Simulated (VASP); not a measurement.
Output of a VASP run:

### OSZICAR
```
       N       E                     dE             d eps       ncg     rms          rms(c)
DAV:   1     0.693293435842E+02    0.69329E+02   -0.79402E+03  1016   0.118E+03
DAV:   2    -0.317118052185E+02   -0.10104E+03   -0.90076E+02  1440   0.237E+02
DAV:   3    -0.374323812885E+02   -0.57206E+01   -0.56609E+01  1248   0.588E+01
DAV:   4    -0.375292575374E+02   -0.96876E-01   -0.96737E-01  1252   0.881E+00
DAV:   5    -0.375319921098E+02   -0.27346E-02   -0.27299E-02  1312   0.142E+00    0.894E+00
DAV:   6    -0.358783450880E+02    0.16536E+01   -0.14981E+00  1212   0.849E+00    0.533E+00
DAV:   7    -0.352722525359E+02    0.60609E+00   -0.20435E+00  1176   0.988E+00    0.132E+00
DAV:   8    -0.352886469217E+02   -0.16394E-01   -0.60699E-02  1116   0.186E+00    0.100E-01
DAV:   9    -0.352889872746E+02   -0.34035E-03   -0.12326E-03  1280   0.314E-01    0.759E-02
DAV:  10    -0.352888455214E+02    0.14175E-03   -0.14534E-03  1152   0.395E-01    0.319E-02
DAV:  11    -0.352888432693E+02    0.22520E-05   -0.32010E-05  1244   0.418E-02    0.845E-03
DAV:  12    -0.352888447242E+02   -0.14549E-05   -0.23675E-06  1180   0.187E-02    0.566E-03
DAV:  13    -0.352888437993E+02    0.92487E-06   -0.42249E-07   888   0.511E-03
   1 F= -.35288844E+02 E0= -.35288971E+02  d E =-.352888E+02
```

### OUTCAR
```
------------------------ aborting loop because EDIFF is reached ----------------------------------------
  FORCE on cell =-STRESS in cart. coord.  units (eV):
  Direction    XX          YY          ZZ          XY          YZ          ZX
  --------------------------------------------------------------------------------------
  Total       -0.0604834     -0.0604834      0.0711163      0.0000000      0.0000000      0.0000000
  in kB       -2.0373719     -2.0373709      2.3955363      0.0000000      0.0000000      0.0000000
  external PRESSURE =      -0.5597355 kB  Pullay stress =       0.0000000 kB
  volume of cell :       47.56
      direct lattice vectors                 reciprocal lattice vectors
     1.239356135 -2.146627291  0.000000000     0.403435289 -0.232923527  0.000000000
     1.239356135  2.146627291  0.000000000     0.403435289  0.232923527  0.000000000
     0.000000000  0.000000000  8.939102639     0.000000000  0.000000000  0.111868052
 POSITION                                       TOTAL-FORCE (eV/Angst)
 -----------------------------------------------------------------------------------
      0.00000      0.00000      2.23478         0.000000      0.000000     -0.000000
      0.00000      0.00000      6.70433         0.000000      0.000000      0.000000
      1.23936      0.71554      2.23478        -0.000000      0.000000     -0.000000
      1.23936     -0.71554      6.70433         0.000000     -0.000000     -0.000000
 -----------------------------------------------------------------------------------
    total drift:                                0.000000     -0.000000      0.000000
  FREE ENERGIE OF THE ION-ELECTRON SYSTEM (eV)
  ---------------------------------------------------
  free  energy   TOTEN  =       -35.2888437993 eV

  energy  without entropy=      -35.2892241623  energy(sigma->0) =      -35.28897059

 reached required accuracy - stopping structural energy minimisation
```
(Selected blocks of OUTCAR.)

File POSCAR:
```
C
1
    1.2393561349    -2.1466272913    -0.0000000000
    1.2393561349     2.1466272913     0.0000000000
    0.0000000000     0.0000000000     8.9391026393
C
4
Direct
  0.0000000000   0.0000000000   0.2500000000
  0.0000000000   0.0000000000   0.7500000000
  0.3333330000   0.6666670000   0.2500000000
  0.6666670000   0.3333330000   0.7500000000
```

Problem. Reconstruct the remaining input files.

Solution. Several could match; the one computed here: the input of the run itself, RPBE GGA, plane waves, VASP's PBE PAW potentials (set 64).

**INCAR**
```
GGA=RP   # RPBE
LWAVE=.FALSE.
ISIF=3
NSW=60   # most ionic steps
NELM=100   # most electronic steps
EDIFF=1E-6   # SCF stop (eV)
PREC=Accurate
ENCUT=520   # plane-wave cut-off (eV)
ALGO=Normal
SIGMA=0.1   # width (eV)
LREAL=.FALSE.   # projection in real space or not
SYSTEM=C
IBRION=2   # conjugate gradients
ISMEAR=1   # Methfessel-Paxton
LASPH=.TRUE.   # aspherical one-centre terms
LCHARG=.FALSE.
EDIFFG=-0.02
```

File KPOINTS:
```
Automatic mesh
0
Gamma
13 13 3
0 0 0
```

POTCAR, in this order: C (PBE.64 set). Program: vasp_std.

Without a dispersion term in the relaxation, distances and binding between the weakly bound layers, chains or molecules are unreliable, and so is what depends on them.

The compound is C in the graphite structure. It was relaxed first, which changed the volume by +35 %. The start is the result of an earlier pass.
